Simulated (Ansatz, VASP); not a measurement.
# Zn2Re in two plane-wave programs

Wanted: the spread between two codes on one cell, functional and k mesh. The cell is invented: other elements were put on sites of a known structure type. It may not be a known or stable phase. The cell is taken from a series of VASP runs on this material, whose earlier steps may have relaxed, scaled or displaced it; both programs get it as it stands.

Program: Ansatz 0.2.0. Level of theory: plane waves, with VASP 6.6.1 beside it; relaxation of cell and atoms at LDA. Results are calculated unless marked as measured.

## Step 1: The structure

It takes space group Fm-3m (No. 225, cubic). The conventional cell has a = 5.815 Å, b = 5.815 Å, c = 5.815 Å, α = 90.00°, β = 90.00°, γ = 90.00°. Nearest to Zn lie 4 Re at 2.52 Å. Re has 8 Zn at 2.52 Å nearest. Farther neighbours are not listed.

As a file:

```cif
data_structure
_symmetry_space_group_name_H-M 'P 1'
_symmetry_Int_Tables_number 1
_cell_length_a 4.1116
_cell_length_b 4.1116
_cell_length_c 4.1116
_cell_angle_alpha 60.000
_cell_angle_beta 60.000
_cell_angle_gamma 60.000
_cell_volume 49.15
loop_
_atom_site_label
_atom_site_type_symbol
_atom_site_fract_x
_atom_site_fract_y
_atom_site_fract_z
_atom_site_occupancy
Zn1 Zn 0.25000 0.25000 0.25000 1
Zn2 Zn 0.75000 0.75000 0.75000 1
Re3 Re 0.00000 0.00000 0.00000 1
```

## Step 2: VASP: relaxation of cell and atoms, LDA

The relaxed volume is the usual yardstick between codes: its relative difference is about their pressure difference at one cell divided by the bulk modulus.

Lines of VASP's logs that name or quote its potential files are left out, and so is its time.

INCAR

```
SYSTEM = Zn2Re
PREC = Accurate
ENCUT = 350
EDIFF = 1E-08
NELM = 120
ISMEAR = 1
SIGMA = 0.2
LREAL = .FALSE.
ALGO = Fast
GGA = CA
NBANDS = 21
LORBIT = 11
LWAVE = .FALSE.
LCHARG = .FALSE.
KPAR = 4
IBRION = 1
NSW = 30
ISIF = 3
EDIFFG = -0.002
POTIM = 0.4
```

POSCAR

```
Zn2Re
1.0
    0.0000000000      2.9073302157      2.9073302157
    2.9073302157      0.0000000000      2.9073302157
    2.9073302157      2.9073302157      0.0000000000
Zn Re
2 1
Direct
    0.2500000000      0.2500000000      0.2500000000
    0.7500000000      0.7500000000      0.7500000000
    0.0000000000      0.0000000000      0.0000000000
```

KPOINTS

```
Automatic mesh
0
Gamma
10 10 10
0 0 0
```

The projector-augmented-wave data sets are Zn and Re (LDA family, release 64).

Started as:

```sh
$ mpirun -np 4 vasp_std
```

Numbers of over 12 decimals in the logs are rounded to 6 here.

What it wrote:

```text
[banner, memory and clock lines left out]
running    4 mpi-ranks, on    1 nodes
 distrk:  each k-point on    1 cores,    4 groups
 distr:  one band on    1 cores,    1 groups

 POSCAR found type information on POSCAR ZnRe
 POSCAR found :  2 types and       3 ions
 LDA part: xc-table for (Slater(with rela. corr.)+CA(PZ))
 , standard interpolation
 POSCAR, INCAR and KPOINTS ok, starting setup
 FFT: planning ... GRIDC
 FFT: planning ... GRID_SOFT
 FFT: planning ... GRID
 WAVECAR not read
 entering main loop
       N       E                     dE             d eps       ncg     rms          rms(c)
DAV:   1     0.158232259744E+03    0.15823E+03   -0.11756E+04  2174   0.156E+03
DAV:   2    -0.490703094094E+01   -0.16314E+03   -0.15430E+03  2960   0.394E+02
DAV:   3    -0.147163699051E+02   -0.98093E+01   -0.95203E+01  2340   0.929E+01
DAV:   4    -0.149831123916E+02   -0.26674E+00   -0.26177E+00  2636   0.142E+01
DAV:   5    -0.149892300775E+02   -0.61177E-02   -0.61101E-02  2591   0.213E+00    0.211E+01
RMM:   6    -0.143604695398E+02    0.62876E+00   -0.20430E+00  2401   0.177E+01    0.794E+00
RMM:   7    -0.143146647801E+02    0.45805E-01   -0.14627E-01  2468   0.590E+00    0.396E+00
RMM:   8    -0.143002627083E+02    0.14402E-01   -0.67662E-02  2281   0.219E+00    0.146E+00
RMM:   9    -0.142984532552E+02    0.18095E-02   -0.14130E-02  2589   0.179E+00    0.293E-01
RMM:  10    -0.142985752341E+02   -0.12198E-03   -0.26673E-03  2403   0.433E-01    0.182E-01
RMM:  11    -0.142985749712E+02    0.26296E-06   -0.32626E-04  2629   0.192E-01    0.100E-01
RMM:  12    -0.142985789705E+02   -0.39993E-05   -0.10997E-04  2407   0.822E-02    0.249E-02
RMM:  13    -0.142985791356E+02   -0.16507E-06   -0.16848E-05  2581   0.414E-02    0.552E-03
RMM:  14    -0.142985793589E+02   -0.22330E-06   -0.47525E-06  2591   0.150E-02    0.128E-03
RMM:  15    -0.142985794190E+02   -0.60173E-07   -0.89668E-07  2292   0.592E-03    0.135E-03
RMM:  16    -0.142985794433E+02   -0.24308E-07   -0.30557E-07  1715   0.332E-03    0.191E-04
RMM:  17    -0.142985794471E+02   -0.38008E-08   -0.58929E-08  1448   0.299E-03
   1 F= -.14298579E+02 E0= -.14288699E+02  d E =-.142986E+02
 BRION: g(F)=  0.230E-51 g(S)=  0.162E-06
 reached required accuracy - stopping structural energy minimisation
```

Parts of OUTCAR (step 2):

```text
ion  position               nearest neighbor table
   1  0.250  0.250  0.250-   3 2.52   3 2.52   3 2.52   3 2.52   2 2.91   2 2.91   2 2.91   2 2.91
                             2 2.91   2 2.91
   2  0.750  0.750  0.750-   3 2.52   3 2.52   3 2.52   3 2.52   1 2.91   1 2.91   1 2.91   1 2.91
                             1 2.91   1 2.91
   3  0.000  0.000  0.000-   2 2.52   2 2.52   2 2.52   1 2.52   2 2.52   1 2.52   1 2.52   1 2.52

  LATTYP: Found a face centered cubic cell.
 ALAT       =     5.8146604314

 Subroutine GETGRP returns: Found 48 space group operations
 (whereof 48 operations were pure point group operations)

The static configuration has the point symmetry O_h .

 Found     47 irreducible k-points:

   k-points           NKPTS =     47   k-points in BZ     NKDIM =     47   number of bands    NBANDS=     21

   dimension x,y,z NGX =    28 NGY =   28 NGZ =   28
   dimension x,y,z NGXF=    56 NGYF=   56 NGZF=   56

   ENCUT  =  350.0 eV  25.72 Ry    5.07 a.u.   6.27  6.27  6.27*2*pi/ulx,y,z

   NELECT =      31.0000    total number of electrons

 k-points in reciprocal lattice and weights: Automatic mesh
   0.00000000  0.00000000  0.00000000       0.001
   0.10000000  0.00000000  0.00000000       0.008
   0.20000000  0.00000000  0.00000000       0.008
   0.30000000  0.00000000  0.00000000       0.008
   0.40000000  0.00000000  0.00000000       0.008
   0.50000000  0.00000000  0.00000000       0.004
   0.10000000  0.10000000  0.00000000       0.006
   0.20000000  0.10000000  0.00000000       0.024
   0.30000000  0.10000000  0.00000000       0.024
[...]
-0.30000000  0.40000000  0.20000000       0.024
  -0.30000000  0.50000000  0.20000000       0.012

 average (electrostatic) potential at core
       1 -37.1391       2 -37.1391       3 -43.8405

 E-fermi :   3.0865

 k-point     1 :       0.0000    0.0000    0.0000
  band No.  band energies     occupation
    ...
     12       0.6151      2.00000
     13       0.6151      2.00000
     14       0.6151      2.00000
     15       3.0680      1.15612
     16       3.0680      1.15612
     17       7.3913      0.00000
     18      11.4122      0.00000
     19      11.4154      0.00000
     20      11.4222      0.00000
     21      11.8939      0.00000

 k-point     2 :       0.1000    0.0000    0.0000
  band No.  band energies     occupation
    ...
     12       0.4007      2.00000
     13       0.7107      2.00000
     14       0.7107      2.00000
     15       3.0059      1.62442
     16       3.0059      1.62442
     17       7.6762      0.00000
     18       9.6448      0.00000
     19      10.9193      0.00000
     20      10.9216      0.00000
     21      11.4197      0.00000

 k-point     3 :       0.2000    0.0000    0.0000
  band No.  band energies     occupation
    ...
     12      -0.1087      2.00000
     13       0.9502      2.00000
     14       0.9502      2.00000
     15       2.8884      2.04822
     16       2.8884      2.04822
     17       7.0421     -0.00000
     18       8.6358      0.00000
     19       9.7674      0.00000
     20       9.7677      0.00000
     21      11.0249      0.00000

  Total       -0.0020475     -0.0020475     -0.0020475      0.0000000      0.0000000      0.0000000
  in kB       -0.0667448     -0.0667448     -0.0667448      0.0000000      0.0000000      0.0000000
  external PRESSURE =      -0.0667448 kB  Pullay stress =       0.0000000 kB

  energy-cutoff  :      350.00
  volume of cell :       49.15
      direct lattice vectors                 reciprocal lattice vectors
     0.000000000  2.907330216  2.907330216    -0.171979088  0.171979088  0.171979088
     2.907330216  0.000000000  2.907330216     0.171979088 -0.171979088  0.171979088
     2.907330216  2.907330216  0.000000000     0.171979088  0.171979088 -0.171979088

 POSITION                                       TOTAL-FORCE (eV/Angst)
 -----------------------------------------------------------------------------------
      1.45367      1.45367      1.45367        -0.000000     -0.000000     -0.000000
      4.36100      4.36100      4.36100         0.000000      0.000000      0.000000
      0.00000      0.00000      0.00000         0.000000      0.000000     -0.000000
 -----------------------------------------------------------------------------------
    total drift:                                0.000000      0.000000      0.000000

  FREE ENERGIE OF THE ION-ELECTRON SYSTEM (eV)
  ---------------------------------------------------
  free  energy   TOTEN  =       -14.2985794471 eV

  energy  without entropy=      -14.2689378133  energy(sigma->0) =      -14.28869890

 reached required accuracy - stopping structural energy minimisation

 total charge
# of ion       s       p       d       tot
------------------------------------------
    1        0.691   0.555   9.725  10.971
    2        0.691   0.555   9.725  10.971
    3        0.570   0.368   5.021   5.958
--------------------------------------------------
tot          1.952   1.477  24.470  27.899

[... 3 further parts left out ...]
```

CONTCAR:

```
Zn2Re
   1.00000000000000
     0.0000000000000000    2.9073302157000001    2.9073302157000001
     2.9073302157000001    0.0000000000000000    2.9073302157000001
     2.9073302157000001    2.9073302157000001    0.0000000000000000
  Zn              Re
     2     1
Direct
     0.2500000000000000    0.2500000000000000    0.2500000000000000
     0.7500000000000000    0.7500000000000000    0.7500000000000000
     0.0000000000000000    0.0000000000000000    0.0000000000000000
```

## Step 3: Ansatz: relaxation of cell and atoms, LDA

Ansatz runs on its default PAW (the set named soft_2) files.

The same cell, functional (in two slightly different forms), mesh and smearing now go to Ansatz, which takes its cutoff from its data sets.

input.yaml

```yaml
crystal:
  lattice:
    - [0.0, 2.9073302157, 2.9073302157]
    - [2.9073302157, 0.0, 2.9073302157]
    - [2.9073302157, 2.9073302157, 0.0]
  atoms:
    - { symbol: Zn, position: [0.25, 0.25, 0.25] }
    - { symbol: Zn, position: [0.75, 0.75, 0.75] }
    - { symbol: Re, position: [0.0, 0.0, 0.0] }
hamiltonian:
  xc: lda
  pseudopotentials: { kind: paw }
kpoints:
  mp_grid: { grid: [10, 10, 10] }
scf:
  occupations: { method: methfessel_paxton, width: 0.2 }
relax:
  f_tol: 0.01
  max_steps: 60
  cell: { stress_tol: 0.05 }
output:
  forces: true
  stress: true
```

Started as:

```sh
$ ansatz run input.yaml --threads 4 --pin off --max-ram 9216MiB --backend cpu --events-out ev --progress --plain --runs-dir out
```

What it wrote:

```text
Engine: ansatz 0.2.0, aarch64-unknown-linux-gnu
Pseudopotentials: kind: paw
Pseudopotential: Zn, paw, valence charge 12, recommended cutoff 420 eV (normal), Zn.paw.azcp
Pseudopotential: Re, paw, valence charge 15, recommended cutoff 420 eV (normal), Re.paw.azcp
Functional definition: SPW92
  exchange = slater_x
  correlation = pw_c
Crystal: 3 atoms, lattice volume = 49.149 Å³
Basis set: ecut = 420 eV, 941 PW (Γ)
Bands: 24, of which v1, the nominal top of the filled ones, is band 20 counted from 1 (19 counted from 0)
Symmetry: 48 space group operations
Space group: Fm-3m (ITA 225), of the structure as read, at distance tolerance 3.7e-5 Å
k-points: 47 of 1000
Non-local potential: Zn, projectors of the file, l = 0: 2, l = 1: 2, l = 2: 3, l = 3: 1
Non-local potential: Re, projectors of the file, l = 0: 3, l = 1: 2, l = 2: 2, l = 3: 1
PAW form: soft (Blöchl's): semilocal exchange-correlation on the pseudo side does not see the compensation charge
PAW frozen core: Zn, regenerated for the run's functional, and the local potential with it (the file was generated under x = pbe(κ = 0.804, μ = 0.219515), c = pbe(β = 0.066725))
PAW frozen core: Re, regenerated for the run's functional, and the local potential with it (the file was generated under x = pbe(κ = 0.804, μ = 0.219515), c = pbe(β = 0.066725))
PAW one-centre angular grid: Zn, 590 points (default); XC on 64 Gauss nodes
PAW one-centre angular grid: Re, 590 points (default); XC on 64 Gauss nodes
Initial density: superposition of atomic densities (neutral atoms: chi_scale 0, normalization atom), corrected by the library's trained network
Initial wavefunctions: pseudopotential atomic-orbital guess
Functional: x = slater, c = lda
SCF iter   1: F=—  HF=-17096.916915 eV  |F-HF|=—  |Δ(HF+E_count)|=         —  Δρ=6.91e-3  dr2=8.09e-3  ethr=1.77e-3  ⟨swp⟩=5.0  Hψ=4524  notcnv=0
preconditioner: auto → LDOS  [metal: Δε(μ)=0.013 eV  Ē_g=8.696 eV  σ=0.200 eV  W_gap=0.05  n_scr=14 (ndim 8)  ℏωp=29.5 eV  f_vac=0.021  D(μ)=7.21/eV (n_scr^D=112)  β→1.0]
SCF iter   2: F=—  HF=-17096.918872 eV  |F-HF|=—  |Δ(HF+E_count)|=   1.96e-3  S|Δr|=    0.00e0  Δρ=5.06e-3  dr2=6.35e-3  ethr=2.08e-5  ⟨swp⟩=2.0  Hψ=2243  notcnv=0
SCF iter   3: F=—  HF=-17096.916182 eV  |F-HF|=—  |Δ(HF+E_count)|=   2.69e-3  S|Δr|=    0.00e0  Δρ=2.38e-3  dr2=1.47e-3  ethr=1.63e-5  ⟨swp⟩=2.0  Hψ=1860  notcnv=0
SCF iter   4: F=—  HF=-17096.915470 eV  |F-HF|=—  |Δ(HF+E_count)|=   7.11e-4  S|Δr|=    0.00e0  Δρ=5.75e-4  dr2=8.54e-5  ethr=3.76e-6  ⟨swp⟩=2.0  Hψ=1614  notcnv=0
SCF iter   5: F=—  HF=-17096.915425 eV  |F-HF|=—  |Δ(HF+E_count)|=   4.54e-5  S|Δr|=    0.00e0  Δρ=7.99e-5  dr2=1.61e-6  ethr=2.19e-7  ⟨swp⟩=2.0  Hψ=1627  notcnv=0
SCF iter   6: F=-17096.915424 eV  HF=-17096.915424 eV  |F-HF|=8.31e-8  |Δ(HF+E_count)|=   5.95e-7  S|Δr|=    0.00e0  Δρ=1.41e-5  dr2=7.52e-8  ethr=2.56e-10  ⟨swp⟩=4.0  Hψ=5280  notcnv=0
SCF 1 converged in 6 iterations: F = -17096.915424 eV  dr2 = 7.52e-8
  greatest PAW one-centre occupation: 0.999 electrons in one spin orbital (limit 2), on the Re atom at site 2 (counted from 0), in its partial waves of l = 0
relax step   1: F+E_penalty+E_count = -17096.91542424 eV  Δ(F+E_penalty+E_count) = +0.000e0 eV  max|allowed force component| = 9.252e-18 eV/Å  Δτ_max = 0.0000 Å  P = -0.435 GPa  Ω = 49.149 Å³  (6 SCF iters, dr2 threshold 1.00e-7 eV, accepted)
[...]
relax step   2: F+E_penalty+E_count = -17096.91572129 eV  Δ(F+E_penalty+E_count) = -2.971e-4 eV  max|allowed force component| = 1.989e-16 eV/Å  Δτ_max = 0.0000 Å  P = +0.034 GPa  Ω = 48.980 Å³  energy of the carried Pulay correction = +8.593e-5 eV  (6 SCF iters, dr2 threshold 3.00e-7 eV, accepted)
[...]
relax step   3: F+E_penalty+E_count = -17096.91565055 eV  Δ(F+E_penalty+E_count) = +7.074e-5 eV  max|allowed force component| = 1.527e-16 eV/Å  Δτ_max = 0.0000 Å  P = +0.034 GPa  Ω = 48.980 Å³  stress off target by 3.38e-2 GPa  SCF on the basis re-selected at this cell (its energy is not comparable with the rows above)  (5 SCF iters)
basis re-selected at this cell: Δ(F+E_penalty+E_count) = +7.074e-5 eV, ΔP = -0.001 GPa vs the last step (what re-selecting the basis moved, of the pressure what is left beyond the Pulay correction that the steps carried, after the strain that the cell walked since its last selection, with what the two solves' SCF thresholds leave and, on support functions, any second-order correction that the steps lacked; it is no m [...]
SCF converged after 5 iterations
Stability not checked: this state was not tested for a lower state beside it, because cold or Methfessel-Paxton smearing, or corrected tetrahedra, fill the levels in a way that the test cannot read (fill_not_monotonic; see scf.lower_state_search)
Free energy (F): -17096.915651 eV
Harris-Foulkes:  -17096.915651 eV  (|F-HF|=1.46e-11)
Internal energy: -17096.885886 eV  (E = F + TS)
E sigma→0 (E₀):  -17096.908209 eV
Entropy (-TS):   -0.029765 eV (-9.922 meV/atom)
Fermi energy:    12.697261 eV
--- Per-component energies (eV) ---
  E_band       = -81.516841
  E_kinetic    = 805.382946
  E_local      = -4350.241164  (includes V_loc(G=0)·N_el)
  E_nonlocal   = 1281.521725
  E_hartree    = 1760.397993
  E_xc         = -672.613636
  E_vxc        = -412.427121  (∫ρ·V_xc dr)
  E_paw        = -11904.288444  (= ΣΔE_a)
  E_vpaw       = -926.548282  (= ΣTr[D̂ρ^β])
  E_aug_tail   = -0.000898  (compensation charges beyond the density's cutoff)
  E_ewald      = -4020.477766
  E_core_change = 3.433359  (= ΣΔE_core)
  E_smearing   = -0.029765  (= −TS)
  E_closure    = 0.000000  (closes the sum)
  Σ components = -17096.915651   (vs F -17096.915651, Δ=0.00e0)
--- Forces (eV/Å), atoms counted from 1 ---
  atom   1  Zn     0.00000000     0.00000000     0.00000000
  atom   2  Zn    -0.00000000    -0.00000000    -0.00000000
  atom   3  Re    -0.00000000    -0.00000000     0.00000000
  max |Σ_I F_I| component: 1.85e-17 eV/Å
--- Stress (GPa, compression-positive) ---
        0.033750      -0.000000      -0.000000
       -0.000000       0.033750      -0.000000
       -0.000000      -0.000000       0.033750
  P = ⅓ Tr σ = 0.0338 GPa (0.338 kbar)
--- Relaxed structure (2 steps of the walk, 2 accepted, 1 SCFs on fresh bases) ---
  F+E_penalty+E_count = -17096.91565055 eV   max|allowed force component| = 1.527e-16 eV/Å   (the final SCF, on the basis selected at the relaxed cell)
  cell:  # Å, volume = 48.9804 Å³
    - [0, 2.904005, 2.904005]
    - [2.904005, 0, 2.904005]
    - [2.904005, 2.904005, 0]
  atoms:
    - { symbol: Zn, position: [0.25, 0.25, 0.25] }
    - { symbol: Zn, position: [0.75, 0.75, 0.75] }
    - { symbol: Re, position: [0, 0, 0] }
```

Wall time 2.2 s (4 threads of Arm Neoverse V2, shared host); peak memory 0.38 GiB; 7.7 s of CPU time.

## Step 4: Differences

Known differences besides the potentials themselves: the two LDA forms differ slightly; both relaxations stop at a tolerance, which leaves soft axes loose, and VASP keeps its plane-wave basis; the data sets hold 39 valence electrons in Ansatz (default PAW (the set named soft_2) files) and 31 in VASP; the cutoff is 420 eV in Ansatz and 350 eV in VASP; VASP's log shows a relativistic correction to its local exchange, Ansatz's none; Ansatz adds a Pulay correction to the stress that steers its cell, VASP none. Total energies have different zeros and are not compared.

The two programs side by side:

```csv
quantity,Ansatz,VASP,difference
volume (Å³),48.98,49.15,-0.34 %
"edge a after relaxation, in the typed setting (Å)",4.107,4.112,-0.11 %
```

The walks stopped with 0.03 GPa left in Ansatz and -0.01 GPa in VASP; each walk ends within a tolerance, so the volume difference is uncertain by about these residues over the bulk modulus, most in soft cells.

## Step 5: Results

```
difference in volume (relaxation of cell and atoms, LDA) : -0.34 %
```

In words: The difference in volume is -0.34 % (relaxation of cell and atoms, LDA), within the 1.2 % picked in this series as the mark of a large difference, as far as the stopping tolerances let one tell. How closely two codes agree says nothing of how well the functional describes the real material.

[Lines on the potential files, build, host, timing and source positions are cut from VASP's logs without a mark.]

[Logs are printed without paths, hosts, clocks, repeated set-up lines and the standing remarks that a program may print on its own settings, such as how far it seeks lower states.]

[Hosts, paths, dates, database ids (printed as entryN), source tags and the programs' standing remarks are cut or masked in the printed files.]
